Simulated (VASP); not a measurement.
# SrBRh with rSCAN + D4: from relaxation to properties

What structure does SrBRh take at this level, and what are its properties? The steps: relaxing cell and atoms (rSCAN + D4), second relaxation, single point with fields (rSCAN + D4), band structure (rSCAN + D4) and density of states (rSCAN + D4). The cell is invented: other elements were put on sites of a known structure type. It may not be a known or stable phase. Left out of this account: at least 1 further run (core levels: core levels are not valid at this level).

Method: rSCAN with D4; plane waves and PAW (Sr_sv, B, Rh_pv); invented cell, in VASP 6.6.1.

This is a report of a sequence of runs, with most program output left out.

## (1) Starting point

Before any relaxation, the start is as follows. It takes space group P-6m2 (No. 187, hexagonal). The conventional cell has a = 3.835 Å, b = 3.835 Å, c = 3.831 Å, α = 90.00°, β = 90.00°, γ = 120.00°. Nearest to Sr lie 6 B at 2.93 Å and 6 Rh at 2.93 Å. Nearest to B lie 3 Rh at 2.21 Å and 6 Sr at 2.93 Å. Rh has 3 B at 2.21 Å and 6 Sr at 2.93 Å nearest. Farther neighbours are not listed.

Coordinates:

```xyz
3
Lattice="3.8348 0.0000 0.0000 -1.9174 3.3210 0.0000 0.0000 0.0000 3.8307" Properties=species:S:1:pos:R:3 pbc="T T T"
Sr    1.9174    1.1070    1.9154
B     0.0000    2.2140    0.0000
Rh    0.0000    0.0000    0.0000
```

## (2) Relaxing cell and atoms (rSCAN + D4)

The start need not lie at this functional's minimum. ISIF = 3 frees volume, shape and positions, and EDIFFG sets the threshold on forces and stress at which the search stops. A dispersion term adds the long-range attraction that semilocal functionals lack. D4 lets the coefficients depend on atomic charges too.

INCAR reads:

```
SYSTEM = SrBRh
PREC = Accurate
ENCUT = 420
EDIFF = 1E-06
NELM = 100
ISMEAR = 1
SIGMA = 0.2
LREAL = .FALSE.
ALGO = Normal
METAGGA = RSCAN
IVDW = 13
VDW_S6 = 1
VDW_S8 = 0.87728975
VDW_A1 = 0.49116966
VDW_A2 = 5.75859346
LASPH = .TRUE.
LORBIT = 11
LWAVE = .FALSE.
LCHARG = .FALSE.
IBRION = 2
NSW = 60
ISIF = 3
EDIFFG = -0.01
```

POSCAR reads:

```
SrBRh
1.0
    3.8347502600      0.0000000000      0.0000000000
   -1.9173751300      3.3209911500      0.0000000000
    0.0000000000      0.0000000000      3.8307234400
Sr B Rh
1 1 1
Direct
    0.6666666700      0.3333333300      0.5000000000
    0.3333333300      0.6666666700      0.0000000000
    0.0000000000      0.0000000000      0.0000000000
```

KPOINTS reads:

```
Automatic mesh
0
Gamma
7 7 6
0 0 0
```

Potentials, in the order of the species: Sr_sv, B and Rh_pv (PBE family, release 64).

On the command line:

```bash
> mpirun -np 1 vasp_std
```

The job ended after 13 min (1 MPI rank of AMD EPYC 7R43, shared host; peak memory 0.14 GiB).

The k-mesh is coarse for a metal. The PAW data sets were made with PBE, which is usual practice but a small mismatch for other functionals. After so large a change of volume the plane waves of the start cell no longer fit, so the final stress carries a basis-set error. The electron count would fill whole bands, but the bands touch or overlap. That can be a semimetal, a small gap that the functional closes or, with several bands partly filled, an ordinary metal. The run keeps the 12 symmetry operations of its start, so it cannot find a distortion of lower symmetry.

Step by step:

| step | energy less that of the first step (eV) | largest force (eV/Å) | pressure (GPa) | volume (Å³) |
| --- | --- | --- | --- | --- |
| 1 | 0.0000 | 0.0000 | 9.40 | 48.78 |
| 2 | -0.5263 | 0.0000 | -4.69 | 55.62 |
| 3 | -0.5426 | 0.0000 | -7.88 | 58.08 |
| 4 | -0.8037 | 0.0000 | -2.26 | 55.37 |
| 5 | -0.8129 | 0.0000 | -3.45 | 55.84 |
| 6 | -0.8361 | 0.0000 | 1.45 | 52.97 |
| 7 | -0.8398 | 0.0000 | 0.04 | 53.72 |

| cell as run | before | after | change |
| --- | --- | --- | --- |
| a (Å) | 3.835 | 3.641 | -5.1 % |
| b (Å) | 3.835 | 3.641 | -5.1 % |
| c (Å) | 3.831 | 4.679 | +22.2 % |
| volume (Å³/atom) | 16.26 | 17.91 | +10.1 % |

Final coordinates:

```xyz
3
Lattice="3.6410 0.0000 0.0000 -1.8205 3.1532 0.0000 0.0000 0.0000 4.6794" Properties=species:S:1:pos:R:3 pbc="T T T"
Sr    1.8205    1.0511    2.3397
B     0.0000    2.1022    0.0000
Rh    0.0000    0.0000    0.0000
```

Numbers from this step:

| Item | Value |
| --- | --- |
| electrons | 28 |
| bands | 18 |
| irreducible k-points | 32 |
| symmetry operations | 12 |
| free energy (TOTEN) | -75.6075 eV |
| energy at zero smearing | -75.6079 eV |
| Fermi energy | 5.833 eV |
| pressure | 0.03953 GPa |
| metallic, judged on the points sampled | yes |
| SCF cycles over all ionic steps | 75 |

It ends with forces that vanish by symmetry and a pressure of 0.04 GPa.

## (3) Second relaxation

A relaxation keeps the plane waves of the cell it began with, so it is repeated from the new cell, on a basis made for it. The mesh changes with the cell too.

INCAR is that of step 2.

POSCAR reads:

```
SrBRh
1.0
    3.6410454738      0.0000000000      0.0000000000
   -1.8205227369      3.1532378831      0.0000000000
    0.0000000000      0.0000000000      4.6794047712
Sr B Rh
1 1 1
Direct
    0.6666666700      0.3333333300      0.5000000000
    0.3333333300      0.6666666700      0.0000000000
    0.0000000000      0.0000000000      0.0000000000
```

KPOINTS reads:

```
Automatic mesh
0
Gamma
7 7 5
0 0 0
```

On the command line:

```bash
> mpirun -np 1 vasp_std
```

Run time: 2.3 min. Hardware: 1 MPI rank; peak memory 0.14 GiB.

Dispersion corrections of this kind ignore metallic screening and tend to overbind metals.

Step by step:

| step | energy less that of the first step (eV) | largest force (eV/Å) | pressure (GPa) | volume (Å³) |
| --- | --- | --- | --- | --- |
| 1 | 0.0000 | 0.0000 | 0.14 | 53.72 |
| 2 | -0.0001 | 0.0000 | -0.03 | 53.85 |

| conventional cell, symmetrised | before | after | change |
| --- | --- | --- | --- |
| a (Å) | 3.641 | 3.643 | +0.0 % |
| b (Å) | 3.641 | 3.643 | +0.0 % |
| c (Å) | 4.679 | 4.686 | +0.1 % |
| volume (Å³/atom) | 17.91 | 17.95 | +0.2 % |

Final coordinates:

```
Sr B Rh
1.0
     3.64261    0.00000    0.00000
    -1.82130    3.15459    0.00000
     0.00000    0.00000    4.68612
Sr B Rh
1 1 1
Direct
  0.66667 0.33333 0.50000
  0.33333 0.66667 0.00000
  0.00000 0.00000 0.00000
```

This step gave:

| Property | Result |
| --- | --- |
| irreducible k-points | 24 |
| free energy (TOTEN) | -75.6312 eV |
| energy at zero smearing | -75.6316 eV |
| Fermi energy | 5.829 eV |
| pressure | -0.03275 GPa |
| SCF cycles over all ionic steps | 21 |

It ends with forces that vanish by symmetry and a pressure of -0.03 GPa.

## (4) Single point with fields (rSCAN + D4)

The relaxed cell gets a fresh self-consistent run, on a basis set for its own volume, to fix the density and to check the remaining stress.

INCAR: that of step 3 with these lines changed.

```diff
@@ -18,6 +18,5 @@
 LWAVE = .FALSE.
-LCHARG = .FALSE.
-IBRION = 2
-NSW = 60
-ISIF = 3
-EDIFFG = -0.01
+LCHARG = .TRUE.
+ISIF = 2
+LELF = .TRUE.
+LVHAR = .TRUE.
```

POSCAR reads:

```
SrBRh
1.0
    3.6426057755      0.0000000000      0.0000000000
   -1.8213028878      3.1545891440      0.0000000000
    0.0000000000      0.0000000000      4.6861170633
Sr B Rh
1 1 1
Direct
    0.6666666700      0.3333333300      0.5000000000
    0.3333333300      0.6666666700      0.0000000000
    0.0000000000      0.0000000000      0.0000000000
```

KPOINTS is that of step 3.

On the command line:

```bash
> mpirun -np 1 vasp_std
```

The job ended after 82 s (1 MPI rank; peak memory 0.13 GiB).

Numbers from this step:

- SCF cycles: 15
- free energy (TOTEN): -75.6314 eV
- energy at zero smearing: -75.6317 eV
- pressure: -0.08278 GPa

Valence electrons inside each PAW sphere by angular momentum. Sphere charges, by row:

| atom | s (e) | p (e) | d (e) | tot (e) |
| --- | --- | --- | --- | --- |
| Sr1 | 2.039 | 5.846 | 0.263 | 8.148 |
| B2 | 0.742 | 0.978 | 0 | 1.72 |
| Rh3 | 0.514 | 6.232 | 7.297 | 14.04 |

Electrostatic potential energy in the ab plane at fractional z = 0.000, with atoms of B and Rh within 0.2 Å of it. With pseudopotentials it is smooth inside the atoms' cores, unlike the true potential.

Ten even steps from '0' (-67 eV) to '9' (3 eV), each cell a mean:
```
01378988986300
13688767886310
46875555886433
88857965887666
98669956999889
98567668999999
98655689999999
98877899999999
98889999999999
87678999999999
54457999999987
11146999999863
00147999999631
00158999998410
```
Columns run along a (3.6 Å; values clipped at the 3rd and 97th percentile), rows up along b (3.6 Å). Atoms in or near the plane, at fractional coordinates: B at (0.33, 0.67), Rh at (0.00, 0.00).

Valence density in the ab plane at fractional z = 0.000, with atoms of B and Rh within 0.2 Å of it. It is the smooth field of the valence electrons, not physical close to the nuclei.

Values in e/Å³, 14 rows by 14 columns, each cell a mean:
```
8.4 6.2 3.1 1.0 0.6 0.5 0.4 0.4 0.5 0.6 1.2 3.6 6.7 8.6
5.6 3.3 1.5 0.7 0.6 0.6 0.6 0.6 0.6 0.7 1.4 3.5 5.8 6.8
2.3 1.3 0.8 0.7 0.7 0.6 0.7 0.7 0.7 0.8 1.2 2.4 3.5 3.6
0.7 0.6 0.6 0.7 0.6 0.4 0.6 0.7 0.6 0.6 0.7 1.0 1.2 1.0
0.4 0.5 0.6 0.6 0.4 0.4 0.6 0.6 0.5 0.4 0.4 0.4 0.4 0.4
0.3 0.5 0.6 0.6 0.5 0.6 0.6 0.5 0.3 0.2 0.2 0.2 0.2 0.2
0.3 0.5 0.6 0.7 0.7 0.6 0.4 0.3 0.2 0.1 0.1 0.1 0.2 0.2
0.3 0.5 0.6 0.7 0.6 0.5 0.3 0.2 0.1 0.1 0.1 0.1 0.1 0.2
0.4 0.6 0.7 0.7 0.5 0.4 0.2 0.1 0.1 0.1 0.1 0.1 0.2 0.2
0.7 1.0 1.2 0.9 0.6 0.3 0.2 0.1 0.1 0.1 0.1 0.1 0.2 0.3
1.9 2.7 2.6 1.6 0.8 0.3 0.2 0.1 0.1 0.1 0.1 0.2 0.4 0.8
5.4 6.0 5.0 2.5 0.9 0.3 0.2 0.1 0.1 0.1 0.2 0.4 1.3 3.0
8.4 8.2 6.1 2.6 0.9 0.3 0.2 0.2 0.2 0.2 0.3 1.1 3.3 6.3
9.5 8.4 5.4 1.9 0.7 0.3 0.3 0.3 0.3 0.4 0.6 2.3 5.6 8.4
```
Columns run along a (3.6 Å), rows up along b (3.6 Å). Atoms in or near the plane, at fractional coordinates: B at (0.33, 0.67), Rh at (0.00, 0.00).

ELF in the ab plane at fractional z = 0.000, with atoms of B and Rh within 0.2 Å of it. It is the smooth field of the valence electrons, not physical close to the nuclei.

Ten even steps from '_' (0.01) to '@' (0.73), each cell a mean:
```
__--++++**%%%%@@%%++==++--__
==++++##@@@@%%@@@@**++++==--
++++**@@%%++**@@@@**++++++++
==**@@%%--__==@@@@++--------
++%%@@==____++@@%%==::::::--
##%%##==::==##%%##==::::::==
%%@@@@%%%%%%%%##++--::::--++
##%%@@@@@@%%##++==::::::==++
++**####**++==--::::::::--==
==++++==--::::::::::::::::--
==++++==--::::::::::::::::--
==--==++--::::------::::--++
....==++--::==++++--::--++--
__..====--==**##**==--====__
```
Columns run along a (3.6 Å), rows up along b (3.6 Å). Atoms in or near the plane, at fractional coordinates: B at (0.33, 0.67), Rh at (0.00, 0.00).

In this run the pressure is -0.08 GPa, small enough to go on; single stress components reach 0.12 GPa.

## (5) Band structure (rSCAN + D4)

Levels along the symmetry lines show where the bands peak and cross; KPOINTS_OPT computes them in the converged potential.

INCAR: that of step 4 with these lines changed.

```diff
@@ -18,5 +18,2 @@
 LWAVE = .FALSE.
-LCHARG = .TRUE.
-ISIF = 2
-LELF = .TRUE.
-LVHAR = .TRUE.
+LCHARG = .FALSE.
```

POSCAR is that of step 4.

KPOINTS is that of step 4.

KPOINTS_OPT reads:

```
Line mode
16
Line-mode
Reciprocal
  0.00000000   0.00000000   0.00000000 GAMMA
  0.50000000   0.00000000   0.00000000 M

  0.50000000   0.00000000   0.00000000 M
  0.33333333   0.33333333   0.00000000 K

  0.33333333   0.33333333   0.00000000 K
  0.00000000   0.00000000   0.00000000 GAMMA

  0.00000000   0.00000000   0.00000000 GAMMA
  0.00000000   0.00000000   0.50000000 A

  0.00000000   0.00000000   0.50000000 A
  0.50000000   0.00000000   0.50000000 L

  0.50000000   0.00000000   0.50000000 L
  0.33333333   0.33333333   0.50000000 H

  0.33333333   0.33333333   0.50000000 H
  0.00000000   0.00000000   0.50000000 A

  0.50000000   0.00000000   0.50000000 L
  0.50000000   0.00000000   0.00000000 M

  0.33333333   0.33333333   0.00000000 K
  0.33333333   0.33333333   0.50000000 H
```

On the command line:

```bash
> mpirun -np 1 vasp_std
```

Run time: 4.2 min. Hardware: 1 MPI rank; peak memory 0.14 GiB.

Spin-orbit coupling is off here; it would split degenerate levels.

Electronic bands along the path, in eV, zero at the Fermi level; # counts the bands kept in this run:

| point | #4 | #5 | #6 | #7 | #8 | #9 |
| --- | --- | --- | --- | --- | --- | --- |
| Γ | -3.67 | -2.26 | -2.26 | -0.81 | 1.86 | 3.25 |
| 0.47 of the way | -3.21 | -3.18 | -2.43 | -0.13 | 1.50 | 2.25 |
| M | -2.95 | -2.83 | -2.62 | -1.41 | 0.74 | 1.75 |
| 0.53 of the way | -2.81 | -2.52 | -2.51 | -1.77 | 0.63 | 1.16 |
| K | -3.27 | -2.47 | -2.27 | -1.86 | -0.19 | 1.93 |
| 0.53 of the way | -3.40 | -3.09 | -2.43 | 0.05 | 1.16 | 2.22 |
| Γ | -3.67 | -2.26 | -2.26 | -0.81 | 1.86 | 3.25 |
| 0.53 of the way | -3.63 | -2.30 | -2.30 | -1.65 | 2.26 | 3.65 |
| A | -3.68 | -2.35 | -2.35 | -2.14 | 2.43 | 4.25 |
| 0.53 of the way | -3.98 | -2.33 | -2.25 | -0.90 | 1.57 | 1.99 |
| L | -2.95 | -2.33 | -2.21 | -1.59 | 0.42 | 0.83 |
| 0.47 of the way | -2.62 | -2.58 | -2.16 | -1.80 | 0.39 | 0.76 |
| H | -2.91 | -2.89 | -2.39 | -1.17 | -0.55 | 1.24 |
| 0.47 of the way | -3.65 | -2.45 | -2.28 | -0.46 | 0.81 | 1.84 |
| A | -3.68 | -2.35 | -2.35 | -2.14 | 2.43 | 4.25 |
| jump to L | -2.95 | -2.33 | -2.21 | -1.59 | 0.42 | 0.83 |
| 0.47 of the way | -2.95 | -2.47 | -2.47 | -1.53 | 0.93 | 1.12 |
| M | -2.95 | -2.83 | -2.62 | -1.41 | 0.74 | 1.75 |
| jump to K | -3.27 | -2.47 | -2.27 | -1.86 | -0.19 | 1.93 |
| 0.47 of the way | -3.17 | -2.64 | -2.38 | -1.55 | -0.34 | 1.67 |
| H | -2.91 | -2.89 | -2.39 | -1.17 | -0.55 | 1.24 |

Of the projections kept (Sr, B, Rh), the largest for each band there, as a share of the weight inside these atoms' spheres; weight between the spheres isn't counted:

| point | #4 | #5 | #6 | #7 | #8 | #9 |
| --- | --- | --- | --- | --- | --- | --- |
| Γ | Rh 0.88 | Rh 0.99 | Rh 0.99 | B 0.64 | Sr 0.51 | Sr 0.77 |
| M | Rh 0.87 | Rh 0.91 | Rh 0.96 | Rh 0.85 | Rh 0.59 | Rh 0.50 |
| K | Rh 0.80 | Rh 0.98 | Rh 0.68 | Rh 0.56 | Rh 0.90 | Sr 0.72 |
| Γ | Rh 0.88 | Rh 0.99 | Rh 0.99 | B 0.64 | Sr 0.51 | Sr 0.77 |
| A | B 0.41 | Rh 0.97 | Rh 0.97 | Rh 0.97 | Sr 0.71 | Sr 0.87 |
| L | Rh 0.86 | Rh 0.99 | Rh 0.87 | Rh 0.90 | Sr 0.63 | Rh 0.45 |

There is no gap at this level.

## (6) Density of states (rSCAN + D4)

Here the states are counted by energy and projected on the atoms. The mesh is finer than in the run before.

INCAR: that of step 5 with these lines changed.

```diff
@@ -5,3 +5,3 @@
 NELM = 100
-ISMEAR = 1
+ISMEAR = -5
 SIGMA = 0.2
@@ -19 +19,2 @@
 LCHARG = .FALSE.
+NEDOS = 2001
```

POSCAR is that of step 5.

KPOINTS reads:

```
Automatic mesh
0
Gamma
10 10 7
0 0 0
```

On the command line:

```bash
> mpirun -np 1 vasp_std
```

Wall time 2.7 min (1 MPI rank); peak memory 0.16 GiB.

With tetrahedra the forces and stress of a metal are not exact derivatives of the energy.

Numbers from this step:

| Property | Result |
| --- | --- |
| SCF cycles | 16 |
| irreducible k-points | 56 |
| free energy (TOTEN) | -75.6191 eV |
| Fermi energy | 5.769 eV |
| pressure | -0.05853 GPa |
| DOS at the Fermi level, one point of the energy grid | 0.9480 states/eV/cell |

The density of states has structure finer than the step of the table below, so its rows give means over 0.5 eV, whole bins alone (the curve runs from -12 to 3.44 eV). Peaks (eV: height): total -4.82: 4.86, -3.83: 7.55, -2.75: 6.15, -2.25: 12.8; Rh d -4.82: 2.85, -3.83: 4.03, -2.75: 4.36, -2.25: 8.55; B p -4.82: 0.71, -4.25: 0.646, -3.83: 0.884, -3.35: 0.310; Rh s -7.54: 0.140, -4.25: 0.240, -2.25: 0.814, -1.41: 0.182; B s -7.54: 1.01.

States under -12.0 eV and over 3.4 eV are left out. Table of density of states by energy, zero at the Fermi level; means over each step; values in states/eV/cell:

| energy (eV) | total | Rh d | B p | Rh s | B s |
| --- | --- | --- | --- | --- | --- |
| -9.5 | 0 | 0 | 0 | 0 | 0 |
| -9.0 | 0.113 | 0.00748 | 1.4e-4 | 0.0183 | 0.0350 |
| -8.5 | 0.527 | 0.0457 | 0.00129 | 0.0762 | 0.171 |
| -8.0 | 1.00 | 0.127 | 0.00363 | 0.105 | 0.342 |
| -7.5 | 2.21 | 0.448 | 0.00851 | 0.0944 | 0.784 |
| -7.0 | 0.140 | 0.0328 | 1.4e-4 | 0.00135 | 0.0512 |
| -6.5 | 0 | 0 | 0 | 0 | 0 |
| -6.0 | 0 | 0 | 0 | 0 | 0 |
| -5.5 | 0 | 0 | 0 | 0 | 0 |
| -5.0 | 0.906 | 0.522 | 0.132 | 0.0226 | 0.00701 |
| -4.5 | 2.33 | 1.17 | 0.334 | 0.0943 | 0.0153 |
| -4.0 | 4.49 | 2.37 | 0.538 | 0.0858 | 0.0144 |
| -3.5 | 2.36 | 1.26 | 0.244 | 0.0405 | 0.00796 |
| -3.0 | 2.44 | 1.69 | 0.183 | 0.0286 | 0.00314 |
| -2.5 | 6.71 | 5.10 | 0.0979 | 0.147 | 0.00404 |
| -2.0 | 1.33 | 0.825 | 0.0380 | 0.0902 | 0.00263 |
| -1.5 | 1.17 | 0.399 | 0.128 | 0.0940 | 0.0139 |
| -1.0 | 0.907 | 0.305 | 0.0806 | 0.0644 | 0.00919 |
| -0.5 | 1.20 | 0.351 | 0.111 | 0.0562 | 0.00898 |
| 0.0 | 0.888 | 0.289 | 0.0849 | 0.0261 | 0.0112 |
| 0.5 | 1.73 | 0.481 | 0.144 | 0.0218 | 0.0233 |
| 1.0 | 1.87 | 0.425 | 0.190 | 0.0200 | 0.0133 |
| 1.5 | 2.34 | 0.442 | 0.231 | 0.0162 | 0.00987 |
| 2.0 | 1.84 | 0.317 | 0.152 | 0.0180 | 0.0117 |
| 2.5 | 1.84 | 0.274 | 0.155 | 0.0109 | 0.0151 |
| 3.0 | 1.07 | 0.156 | 0.102 | 0.00610 | 0.0147 |

The finer mesh and the other smearing move the Fermi level by -0.06 eV from the 7×7×5 run, one measure of the sampling error in the zero of the bands above. Of the states within 0.3 eV of the Fermi level, the largest shares in the PAW spheres are Rh d 32 % and B p 9 %. The rest lies in smaller channels or between the spheres.

## (7) What came out

| Property | Result |
| --- | --- |
| relaxed volume | 17.95 Å³/atom |
| relaxed conventional cell a, b, c | 3.643, 3.643, 4.686 Å; angles 90.0, 90.0, 120.0° |
| space group after relaxing, within 0.02 Å | P-6m2 (No. 187) |
| band gap | none, a metal |
| DOS at the Fermi level | 0.948 states/eV/cell |

What this shows: With rSCAN + D4, SrBRh relaxes to 17.95 Å³/atom in space group P-6m2 (held by the symmetry of the run) and comes out as a metal. Band structure (rSCAN + D4): Of the bands kept, 2 cross the Fermi level on this path. Spin-orbit coupling is left out; it would split some degenerate bands. The k-sampling is coarse for a metal, so the Fermi level, pressures and the shape of the cell carry errors. No search among competing phases was made. All values are for a static lattice at zero temperature.

[Lines on the potential files, build, host, timing and source positions are cut from VASP's logs without a mark.]

[Logs are printed without paths, hosts, clocks, repeated set-up lines and the standing remarks that a program may print on its own settings, such as how far it seeks lower states.]

[Hosts, paths, dates, database ids (printed as entryN), source tags and the programs' standing remarks are cut or masked in the printed files.]

[A measured line is paired with the nearest computed mode of its activity, which favours agreement.]

[In band tables of VASP the shares of atoms and orbitals are scaled to a sum of 1 inside the atoms' spheres.]
